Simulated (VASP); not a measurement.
Computed with vdW-DF-cx, VASP's PBE PAW potentials (set 64) (plane waves; VASP 6.6.1).

Input for VASP

POSCAR:
```
MoSi2
1
   -1.5854574724     1.5854574724     3.8841673751
    1.5854574724    -1.5854574724     3.8841673751
    1.5854574724     1.5854574724    -3.8841673751
Si Mo
2 1
Direct
  0.6648844380   0.6648844380   0.0000000000
  0.3351155620   0.3351155620   0.0000000000
  0.0000000000   0.0000000000   0.0000000000
```

File KPOINTS:
```
K-points
0
gamma
 13 13 13
0 0 0
```

### INCAR
```
# general
SYSTEM    =  MoSi2
PREC      =  Accurate
ENCUT     =  520
LREAL     =  .False.
LASPH     =  .True.

# electronic loop
EDIFF     =  1E-7
NELM      =  100   # most electronic steps
ALGO      =  Normal
LMAXMIX   =  4   # l cut-off of mixed one-centre charges

# smearing
ISMEAR    =  1
SIGMA     =  0.1   # width (eV)

# functional
GGA       =  CX
LUSE_VDW  =  .True.
AGGAC     =  0.0

# ions
IBRION    =  2
NSW       =  30
ISIF      =  4
EDIFFG    =  -0.01

# output
LWAVE     =  .False.
LCHARG    =  .False.
```

POTCAR, in this order: Si Mo_sv (PBE.64 set). Program: vasp_std.

The run wrote:

File OUTCAR:
```
 ion  position               nearest neighbor table
   1  0.665  0.665  0.000-   2 2.56   3 2.58   3 2.58   3 2.58   3 2.58   2 2.60   2 2.60   2 2.60
                             2 2.60   3 2.60
   2  0.335  0.335  0.000-   1 2.56   3 2.58   3 2.58   3 2.58   3 2.58   1 2.60   1 2.60   1 2.60
                             1 2.60   3 2.60
   3  0.000  0.000  0.000-   1 2.58   1 2.58   1 2.58   2 2.58   1 2.58   2 2.58   2 2.58   2 2.58
                             1 2.60   2 2.60
  LATTYP: Found a body centered tetragonal cell.
 ALAT       =     3.1709149448
 C/A-ratio  =     2.4498716886
 Subroutine PRICEL returns:
 Original cell was already a primitive cell.
 Subroutine GETGRP returns: Found 16 space group operations
The static configuration has the point symmetry D_4h.
The dynamic configuration has the point symmetry D_4h.
 Subroutine INISYM returns: Found 16 space group operations
 Subroutine IBZKPT returns following result:
 Found    196 irreducible k-points:

 Following reciprocal coordinates:
            Coordinates               Weight
  0.000000  0.000000  0.000000      1.000000
  0.076923 -0.000000  0.000000      8.000000
  0.153846  0.000000  0.000000      8.000000
  0.230769 -0.000000  0.000000      8.000000
  0.307692  0.000000  0.000000      8.000000
  0.384615  0.000000  0.000000      8.000000
  0.461538 -0.000000  0.000000      8.000000
  0.076923  0.076923  0.000000      8.000000
  0.153846  0.076923  0.000000     16.000000
  0.230769  0.076923  0.000000     16.000000
  0.307692  0.076923  0.000000     16.000000
  0.384615  0.076923  0.000000     16.000000
  0.461538  0.076923  0.000000     16.000000
 -0.461538  0.076923  0.000000     16.000000
 -0.384615  0.076923  0.000000     16.000000
 -0.307692  0.076923  0.000000     16.000000
 -0.230769  0.076923 -0.000000     16.000000
 -0.153846  0.076923  0.000000     16.000000
 -0.076923  0.076923  0.000000      4.000000
  0.153846  0.153846  0.000000      8.000000
  0.230769  0.153846  0.000000     16.000000
  0.307692  0.153846  0.000000     16.000000
  0.384615  0.153846  0.000000     16.000000
  0.461538  0.153846  0.000000     16.000000
 -0.461538  0.153846  0.000000     16.000000
 -0.384615  0.153846  0.000000     16.000000
 -0.307692  0.153846  0.000000     16.000000
 -0.230769  0.153846 -0.000000     16.000000
 -0.153846  0.153846  0.000000      4.000000
  0.230769  0.230769  0.000000      8.000000
  0.307692  0.230769  0.000000     16.000000
  0.384615  0.230769  0.000000     16.000000
  0.461538  0.230769  0.000000     16.000000
 -0.461538  0.230769  0.000000     16.000000
 -0.384615  0.230769  0.000000     16.000000
 -0.307692  0.230769  0.000000     16.000000
 -0.230769  0.230769  0.000000      4.000000
  0.307692  0.307692  0.000000      8.000000
  0.384615  0.307692  0.000000     16.000000
  0.461538  0.307692  0.000000     16.000000
   k-points           NKPTS =    196   k-points in BZ     NKDIM =    196   number of bands    NBANDS=     15
   number of dos      NEDOS =    301   number of ions     NIONS =      3
   total plane-waves  NPLWV =  46656
   dimension x,y,z NGX =    36 NGY =   36 NGZ =   36
   dimension x,y,z NGXF=    72 NGYF=   72 NGZF=   72
   ions per type =               2   1
   PREC   = accura    normal or accurate (medium, high low for compatibility)
   ISTART =      0    job   : 0-new  1-cont  2-samecut
   ICHARG =      2    charge: 1-file 2-atom 10-const
   ISPIN  =      1    spin polarized calculation?
   LNONCOLLINEAR =      F non collinear calculations
   LSORBIT =      F    spin-orbit coupling
   INIWAV =      1    electr: 0-lowe 1-rand  2-diag
   ENCUT  =  520.0 eV  38.22 Ry    6.18 a.u.   8.34  8.34  8.34*2*pi/ulx,y,z
...
```

**OSZICAR**
```
       N       E                     dE             d eps       ncg     rms          rms(c)
DAV:   1     0.129422243782E+03    0.12942E+03   -0.11585E+04  5896   0.140E+03
DAV:   2    -0.164996420604E+02   -0.14592E+03   -0.14408E+03  7238   0.340E+02
DAV:   3    -0.195629731724E+02   -0.30633E+01   -0.29990E+01  7833   0.444E+01
DAV:   4    -0.195775929433E+02   -0.14620E-01   -0.14596E-01  6755   0.360E+00
DAV:   5    -0.195777110967E+02   -0.11815E-03   -0.11815E-03  7938   0.306E-01    0.236E+01
DAV:   6    -0.188683230685E+02    0.70939E+00   -0.64919E+00  6881   0.180E+01    0.558E+00
DAV:   7    -0.187637749312E+02    0.10455E+00   -0.94115E-01  6608   0.632E+00    0.502E+00
DAV:   8    -0.187310446413E+02    0.32730E-01   -0.11414E-01  6972   0.285E+00    0.430E-01
DAV:   9    -0.187304956533E+02    0.54899E-03   -0.20895E-03  7294   0.412E-01    0.235E-01
DAV:  10    -0.187304730765E+02    0.22577E-04   -0.60206E-04  7266   0.228E-01    0.584E-02
DAV:  11    -0.187304659144E+02    0.71621E-05   -0.18983E-04  7161   0.111E-01    0.331E-02
DAV:  12    -0.187304622566E+02    0.36578E-05   -0.29260E-05  6678   0.398E-02    0.780E-03
DAV:  13    -0.187304618623E+02    0.39436E-06   -0.82342E-07  7042   0.917E-03    0.232E-03
DAV:  14    -0.187304618131E+02    0.49180E-07   -0.10950E-08  3808   0.923E-04
   1 F= -.18730462E+02 E0= -.18730423E+02  d E =-.187305E+02
       N       E                     dE             d eps       ncg     rms          rms(c)
DAV:   1    -0.187324047672E+02   -0.19429E-02   -0.68247E-02  6335   0.254E+00    0.230E-01
DAV:   2    -0.187311095787E+02    0.12952E-02   -0.24232E-03  7322   0.404E-01    0.116E-01
DAV:   3    -0.187307610192E+02    0.34856E-03   -0.96064E-04  7560   0.251E-01    0.452E-02
DAV:   4    -0.187307510672E+02    0.99520E-05   -0.58134E-05  6643   0.596E-02    0.163E-02
DAV:   5    -0.187307499360E+02    0.11312E-05   -0.33843E-06  7245   0.119E-02    0.758E-03
DAV:   6    -0.187307498525E+02    0.83522E-07   -0.58338E-07  7287   0.506E-03
   2 F= -.18730750E+02 E0= -.18730698E+02  d E =-.288039E-03
       N       E                     dE             d eps       ncg     rms          rms(c)
DAV:   1    -0.187309679178E+02   -0.21798E-03   -0.62925E-03  6335   0.770E-01    0.699E-02
DAV:   2    -0.187308494373E+02    0.11848E-03   -0.22009E-04  7336   0.122E-01    0.351E-02
DAV:   3    -0.187308177238E+02    0.31713E-04   -0.88394E-05  7574   0.760E-02    0.138E-02
DAV:   4    -0.187308168192E+02    0.90467E-06   -0.52907E-06  6580   0.179E-02    0.496E-03
DAV:   5    -0.187308167044E+02    0.11476E-06   -0.29885E-07  6895   0.356E-03    0.229E-03
DAV:   6    -0.187308166904E+02    0.13993E-07   -0.48578E-08  3234   0.149E-03
   3 F= -.18730817E+02 E0= -.18730770E+02  d E =-.354877E-03
       N       E                     dE             d eps       ncg     rms          rms(c)
DAV:   1    -0.187308694194E+02   -0.52715E-04   -0.20014E-03  6811   0.388E-01    0.332E-02
DAV:   2    -0.187308427434E+02    0.26676E-04   -0.79002E-05  7070   0.687E-02    0.179E-02
DAV:   3    -0.187308364986E+02    0.62448E-05   -0.16724E-05  7315   0.323E-02    0.615E-03
DAV:   4    -0.187308359356E+02    0.56305E-06   -0.21907E-06  7196   0.114E-02    0.255E-03
DAV:   5    -0.187308358931E+02    0.42460E-07   -0.13026E-07  4262   0.249E-03
   4 F= -.18730836E+02 E0= -.18730787E+02  d E =-.192027E-04
```

OUTCAR:
```
------------------------ aborting loop because EDIFF is reached ----------------------------------------
  FORCE on cell =-STRESS in cart. coord.  units (eV):
  Direction    XX          YY          ZZ          XY          YZ          ZX
  --------------------------------------------------------------------------------------
  Total        1.6816788      1.6816788      1.6864932      0.0000000      0.0000000      0.0000000
  in kB       68.9900567     68.9900567     69.1875675      0.0000000      0.0000000      0.0000000
  external PRESSURE =      69.0558937 kB  Pullay stress =       0.0000000 kB
  volume of cell :       39.05
      direct lattice vectors                 reciprocal lattice vectors
    -1.584321609  1.584321609  3.889738800     0.000000000  0.315592489  0.128543336
     1.584321609 -1.584321609  3.889738800     0.315592489  0.000000000  0.128543336
     1.584321609  1.584321609 -3.889738800     0.315592489  0.315592489  0.000000000
 POSITION                                       TOTAL-FORCE (eV/Angst)
 -----------------------------------------------------------------------------------
      1.58432      1.58432      1.28585         0.000000      0.000000     -0.001706
      0.00000      0.00000      2.60389        -0.000000     -0.000000      0.001706
      0.00000      0.00000      0.00000         0.000000      0.000000     -0.000000
 -----------------------------------------------------------------------------------
    total drift:                               -0.000000     -0.000000      0.000000
  FREE ENERGIE OF THE ION-ELECTRON SYSTEM (eV)
  ---------------------------------------------------
  free  energy   TOTEN  =       -18.7308358931 eV

  energy  without entropy=      -18.7306884932  energy(sigma->0) =      -18.73078676

 reached required accuracy - stopping structural energy minimisation
```
(Selected blocks of OUTCAR.)

### CONTCAR
```
MoSi2
   1.00000000000000
    -1.5843216091602088    1.5843216091602088    3.8897388000434199
     1.5843216091602088   -1.5843216091602088    3.8897388000434199
     1.5843216091602088    1.5843216091602088   -3.8897388000434199
  Si              Mo
     2     1
Direct
     0.6652872123306879    0.6652872123306879    1.0000000000000000
     0.3347127876693121    0.3347127876693121    0.0000000000000000
     0.0000000000000000    0.0000000000000000    0.0000000000000000
```

The compound is MoSi2 in the MoSi2 type structure. This cell is one point of a volume scan, at 0.97 of the reference volume. Symmetry was kept, so distortions that lower it aren't found.
